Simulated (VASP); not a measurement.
All values below come from r2SCAN meta-GGA, VASP's PBE PAW potentials (set 64) (plane waves; VASP 6.6.1).

Input for VASP

### KPOINTS
```
K-points
0
G
  13 13 13
```

**INCAR**
```
SYSTEM  =  CoGa
PREC  =  Accurate; ENCUT  =  520; LREAL  =  .FALSE.
LASPH  =  .TRUE.
EDIFF  =  1E-7; NELM  =  100; ALGO  =  Normal
LMAXMIX  =  4; LMIXTAU  =  .TRUE.
ISMEAR  =  1; SIGMA  =  0.1
METAGGA  =  R2SCAN
ISIF  =  2
LWAVE  =  .FALSE.; LCHARG  =  .FALSE.
```

**POSCAR**
```
CoGa
2.8446080
  0.9999999379   0.0000000000   0.0000000000
  0.0000000000   0.9999999379   0.0000000000
  0.0000000000   0.0000000000   0.9999999379
Ga Co
1 1
Cart
  0.4999999690   0.4999999690   0.4999999690
  0.0000000000   0.0000000000   0.0000000000
```

POTCAR, in this order: Ga_d Co (PBE.64 set). Program: vasp_std.

The run wrote:

### OUTCAR
```
 ion  position               nearest neighbor table
   1  0.500  0.500  0.500-   2 2.46   2 2.46   2 2.46   2 2.46   2 2.46   2 2.46   2 2.46   2 2.46
  LATTYP: Found a simple cubic cell.
 ALAT       =     2.8446078234
 Subroutine PRICEL returns:
 Original cell was already a primitive cell.
 Subroutine GETGRP returns: Found 48 space group operations
The static configuration has the point symmetry O_h .
The dynamic configuration has the point symmetry O_h .
 Subroutine INISYM returns: Found 48 space group operations
 Subroutine IBZKPT returns following result:
 Found     84 irreducible k-points:

 Following reciprocal coordinates:
            Coordinates               Weight
  0.000000  0.000000  0.000000      1.000000
  0.076923  0.000000  0.000000      6.000000
  0.153846  0.000000  0.000000      6.000000
  0.230769  0.000000  0.000000      6.000000
  0.307692  0.000000  0.000000      6.000000
  0.384615  0.000000  0.000000      6.000000
  0.461538  0.000000  0.000000      6.000000
  0.076923  0.076923  0.000000     12.000000
  0.153846  0.076923  0.000000     24.000000
  0.230769  0.076923  0.000000     24.000000
  0.307692  0.076923  0.000000     24.000000
  0.384615  0.076923  0.000000     24.000000
  0.461538  0.076923  0.000000     24.000000
  0.153846  0.153846  0.000000     12.000000
  0.230769  0.153846  0.000000     24.000000
  0.307692  0.153846  0.000000     24.000000
  0.384615  0.153846  0.000000     24.000000
  0.461538  0.153846  0.000000     24.000000
  0.230769  0.230769  0.000000     12.000000
  0.307692  0.230769  0.000000     24.000000
  0.384615  0.230769  0.000000     24.000000
  0.461538  0.230769  0.000000     24.000000
  0.307692  0.307692  0.000000     12.000000
  0.384615  0.307692  0.000000     24.000000
  0.461538  0.307692  0.000000     24.000000
  0.384615  0.384615  0.000000     12.000000
  0.461538  0.384615  0.000000     24.000000
  0.461538  0.461538  0.000000     12.000000
  0.076923  0.076923  0.076923      8.000000
  0.153846  0.076923  0.076923     24.000000
  0.230769  0.076923  0.076923     24.000000
  0.307692  0.076923  0.076923     24.000000
  0.384615  0.076923  0.076923     24.000000
  0.461538  0.076923  0.076923     24.000000
  0.153846  0.153846  0.076923     24.000000
  0.230769  0.153846  0.076923     48.000000
  0.307692  0.153846  0.076923     48.000000
  0.384615  0.153846  0.076923     48.000000
  0.461538  0.153846  0.076923     48.000000
  0.230769  0.230769  0.076923     24.000000
   k-points           NKPTS =     84   k-points in BZ     NKDIM =     84   number of bands    NBANDS=     15
   number of dos      NEDOS =    301   number of ions     NIONS =      2
   total plane-waves  NPLWV =  13824
   dimension x,y,z NGX =    24 NGY =   24 NGZ =   24
   dimension x,y,z NGXF=    48 NGYF=   48 NGZF=   48
   ions per type =               1   1
   PREC   = accura    normal or accurate (medium, high low for compatibility)
   ISTART =      0    job   : 0-new  1-cont  2-samecut
   ICHARG =      2    charge: 1-file 2-atom 10-const
   ISPIN  =      1    spin polarized calculation?
   LNONCOLLINEAR =      F non collinear calculations
   LSORBIT =      F    spin-orbit coupling
   INIWAV =      1    electr: 0-lowe 1-rand  2-diag
   ENCUT  =  520.0 eV  38.22 Ry    6.18 a.u.   5.29  5.29  5.29*2*pi/ulx,y,z
   NELM   =    100;   NELMIN=  2; NELMDL= -5     # of ELM steps
   EDIFF  = 0.1E-06   stopping-criterion for ELM
   LREAL  =      F    real-space projection
   NLSPLINE    = F    spline interpolate recip. space projectors
   LMAXMIX     =    4 max onsite mixed and CHGCAR
   VOSKOWN=      0    Vosko Wilk Nusair interpolation
...
```

File OSZICAR:
```
       N       E                     dE             d eps       ncg     rms          rms(c)
DAV:   1     0.838781176360E+02    0.83878E+02   -0.11198E+04  2640   0.273E+03
DAV:   2    -0.235724363203E+02   -0.10745E+03   -0.10509E+03  2618   0.366E+02
DAV:   3    -0.285792168328E+02   -0.50068E+01   -0.49884E+01  2807   0.847E+01
DAV:   4    -0.286607639900E+02   -0.81547E-01   -0.81527E-01  3499   0.996E+00
DAV:   5    -0.286626697071E+02   -0.19057E-02   -0.19057E-02  3096   0.130E+00    0.112E+01
DAV:   6    -0.280603991705E+02    0.60227E+00   -0.36374E+01  2729   0.865E+01    0.146E+01
DAV:   7    -0.249936877024E+02    0.30667E+01   -0.12838E+01  2632   0.547E+01    0.128E+00
DAV:   8    -0.250867653137E+02   -0.93078E-01   -0.62144E-01  3442   0.913E+00    0.188E+00
DAV:   9    -0.250456513964E+02    0.41114E-01   -0.27778E-01  2727   0.788E+00    0.428E-01
DAV:  10    -0.250472888419E+02   -0.16374E-02   -0.80331E-03  2833   0.105E+00    0.392E-01
DAV:  11    -0.250456422933E+02    0.16465E-02   -0.67549E-03  3397   0.103E+00    0.826E-02
DAV:  12    -0.250469621911E+02   -0.13199E-02   -0.11530E-03  2633   0.421E-01    0.273E-02
DAV:  13    -0.250469782820E+02   -0.16091E-04   -0.60600E-05  2907   0.847E-02    0.144E-02
DAV:  14    -0.250469767357E+02    0.15463E-05   -0.37124E-05  3146   0.837E-02    0.636E-03
DAV:  15    -0.250469804765E+02   -0.37408E-05   -0.38467E-06  3016   0.308E-02    0.268E-03
DAV:  16    -0.250469810575E+02   -0.58106E-06   -0.33245E-07  3221   0.761E-03    0.135E-03
DAV:  17    -0.250469810468E+02    0.10782E-07   -0.59901E-08  1443   0.353E-03
   1 F= -.25046981E+02 E0= -.25047627E+02  d E =0.193812E-02
```

OUTCAR:
```
------------------------ aborting loop because EDIFF is reached ----------------------------------------
  FORCE on cell =-STRESS in cart. coord.  units (eV):
  Direction    XX          YY          ZZ          XY          YZ          ZX
  --------------------------------------------------------------------------------------
  Total        0.0069972      0.0069972      0.0069972     -0.0000000     -0.0000000      0.0000000
  in kB        0.4870433      0.4870433      0.4870433     -0.0000000     -0.0000000      0.0000000
  external PRESSURE =       0.4870433 kB  Pullay stress =       0.0000000 kB
  volume of cell :       23.02
      direct lattice vectors                 reciprocal lattice vectors
     2.844607823  0.000000000  0.000000000     0.351542308  0.000000000  0.000000000
     0.000000000  2.844607823  0.000000000     0.000000000  0.351542308  0.000000000
     0.000000000  0.000000000  2.844607823     0.000000000  0.000000000  0.351542308
 POSITION                                       TOTAL-FORCE (eV/Angst)
 -----------------------------------------------------------------------------------
      1.42230      1.42230      1.42230         0.000000      0.000000      0.000000
      0.00000      0.00000      0.00000         0.000000      0.000000      0.000000
 -----------------------------------------------------------------------------------
    total drift:                                0.000000      0.000000     -0.000000
  FREE ENERGIE OF THE ION-ELECTRON SYSTEM (eV)
  ---------------------------------------------------
  free  energy   TOTEN  =       -25.0469810468 eV

  energy  without entropy=      -25.0489191694  energy(sigma->0) =      -25.04762709
```
(Selected blocks of OUTCAR.)

The compound is CoGa in the CsCl type structure. It was relaxed first. The run is not spin-polarised, so no magnetic state was tried.
